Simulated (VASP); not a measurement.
A run of VASP 6.6.1:

The input INCAR:

```
PREC = Accurate
ENCUT = 520
EDIFF = 1E-6
ISMEAR = 0
SIGMA = 0.01
LREAL = F
LASPH = T
NELM = 150
ALGO = Fast
ISIF = 2
LWAVE = F
LCHARG = F
MAGMOM = 0 0 0 0 0 0 0 0 0 0 0 0
LORBIT = 11
LSORBIT = T
GGA_COMPAT = F
LORBMOM = T
GGA = PS
NBANDS = 44
```

The input KPOINTS:

```
regular mesh
0
Gamma
  2 2 2
```

File POSCAR:

```
KNaICl
1.0
    4.5104000000      0.0000000000      0.0000000000
    0.0000000000      4.5104000000      0.0000000000
    0.0000000000      0.0000000000      6.8190600000
K Na I Cl
1 1 1 1
Direct
    0.5000000000      0.5000000000      0.5000000000
    0.0000000000      0.0000000000      0.0000000000
    0.5000000000      0.5000000000      0.0000000000
    0.0000000000      0.0000000000      0.5000000000
```

Potentials or basis: VASP PAW PBE potentials, release 64 (K_sv, Na_pv, I, Cl).

Command:

```bash
$ cat potpaw_PBE.64/K_sv/POTCAR potpaw_PBE.64/Na_pv/POTCAR potpaw_PBE.64/I/POTCAR potpaw_PBE.64/Cl/POTCAR > POTCAR
$ mpirun -np 1 vasp_ncl > vasp.out
```

Hardware: 1 thread of Intel(R) Xeon(R) Platinum 8375C CPU @ 2.90GHz (Ice Lake), on a shared host.

**Question.** Estimate the wall time of this run.

**Answer.** It took 3.8 min on 1 thread of Intel(R) Xeon(R) Platinum 8375C CPU @ 2.90GHz (Ice Lake), with other jobs on the host, peak memory 0.5 GiB. Counts: scf iterations 19, k points 6.
